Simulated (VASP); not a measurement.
These are PBE GGA, VASP's PBE PAW potentials (set 64) (plane waves; VASP 6.6.1) values and carry that method's errors.

VASP input:

INCAR:
```
! general
SYSTEM   =  ZnS
PREC     =  Accurate
ENCUT    =  300
LREAL    =  F
LASPH    =  T

! electronic loop
EDIFF    =  1E-6
NELM     =  100
ALGO     =  Normal
LMAXMIX  =  4

! smearing
ISMEAR   =  0
SIGMA    =  0.01

! functional
GGA      =  PE

! ions
ISIF     =  2

! output
LWAVE    =  F
LCHARG   =  F
```

KPOINTS:
```
K-points
0
gamma
 6 6 6
0 0 0
```

POSCAR:
```
ZnS
1
    0.0000000000     2.6799470000     2.6799470000
    2.6799470000     0.0000000000     2.6799470000
    2.6799470000     2.6799470000     0.0000000000
Zn S
1 1
Direct
  0.0000000000   0.0000000000   0.0000000000
  0.2500000000   0.2500000000   0.2500000000
```

POTCAR, in this order: Zn S (PBE.64 set). Program: vasp_std.

Q: What will the output report for the number of irreducible k-points (NKPTS), largest plane-wave count, number of space-group operations, FFT grid (NGX, NGY, NGZ)?

A: 
The number of irreducible k-points (NKPTS) is 16 and the largest plane-wave count is 464. The number of space-group operations is 24. The FFT grid (NGX, NGY, NGZ) comes out as 24 × 24 × 24.

The structure comes from a computed database's ZnS entry; how it stands against other phases isn't given here. The cell was not relaxed at this level. The run is one of a series of settings (AEXX removed, HFSCREEN removed, ISYM removed, LHFCALC removed, PRECFOCK removed against the base run), some of them coarse on purpose.
